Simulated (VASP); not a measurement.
Data:

```
CELL_PARAMETERS angstrom
      6.27617     0.00000     0.00000
      0.00000     6.27617     0.00000
      0.00000     0.00000     6.27617
ATOMIC_POSITIONS crystal
  Cs 0.50000 0.50000 0.50000
  Sn 0.00000 0.00000 0.00000
  I  0.50000 0.00000 0.00000
  I  0.00000 0.50000 0.00000
  I  0.00000 0.00000 0.50000
```

The numbers are results of PBE GGA with D3 dispersion (Becke-Johnson damping), VASP's PBE PAW potentials (set 64) (plane waves; VASP 6.6.1), not measurements. Settings: 300 eV cut-off, 6×6×6 Γ-centred mesh, Gaussian smearing of 0.020 eV, potentials Cs_sv Sn_d I.

At this cut-off the stress carries a Pulay error, which pulls relaxed volumes low. Energy and stress use the plane-wave basis of the starting cell.

Q: The ions, cell shape and volume are relaxed. Predict the relaxed structure.

A: 
```
CELL_PARAMETERS angstrom
      6.17472     0.00000     0.00000
      0.00000     6.17472     0.00000
      0.00000     0.00000     6.17472
ATOMIC_POSITIONS crystal
  Cs 0.50000 0.50000 0.50000
  Sn 0.00000 0.00000 0.00000
  I  0.50000 0.00000 0.00000
  I  0.00000 0.50000 0.00000
  I  0.00000 0.00000 0.50000
```
Space group Pm-3m (221), at a tolerance of 0.03 Å.

Q: How do energy and volume change from the first to the last step?

A: The energy (σ→0) changes by -6.2 meV/atom and the volume by -4.8 %, in 3 ionic steps.

The structure comes from a computed database's CsSnI3 entry; how it stands against other phases isn't given here. This run relaxes it. Symmetry was kept, so distortions that lower it aren't found. The run is one of a series of settings (EDIFFG = -0.01, IBRION = 2, ISIF = 3, IVDW = 12, NSW = 50 against the base run), some of them coarse on purpose.
